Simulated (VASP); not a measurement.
Input:

```yaml
crystal:
  lattice:
    - [2.15229, -3.72787, 0.00000]
    - [2.15229, 3.72787, 0.00000]
    - [0.00000, 0.00000, 6.99078]
  atoms:
    - { symbol: Cd, position: [0.66667, 0.33333, 0.50000] }
    - { symbol: Cd, position: [0.33333, 0.66667, 0.00000] }
    - { symbol: S, position: [0.66667, 0.33333, 0.87700] }
    - { symbol: S, position: [0.33333, 0.66667, 0.37700] }
```

These are RPBE GGA, VASP's PBE PAW potentials (set 64) (plane waves; VASP 6.6.1) values and carry that method's errors. Run with 520 eV cut-off, 6×6×4 Γ-centred mesh, Gaussian smearing of 0.050 eV, potentials Cd S.

**Question.** Give the stress tensor in GPa (positive for a compressed cell).

**Answer.** 
```
-1.28   0.00   0.00
 0.00  -1.28   0.00
 0.00   0.00  -1.20
```
The pressure is its mean diagonal, -1.26 GPa.

The compound is CdS in the wurtzite structure. This cell is one point of a volume scan, at 1.03 of the reference volume.
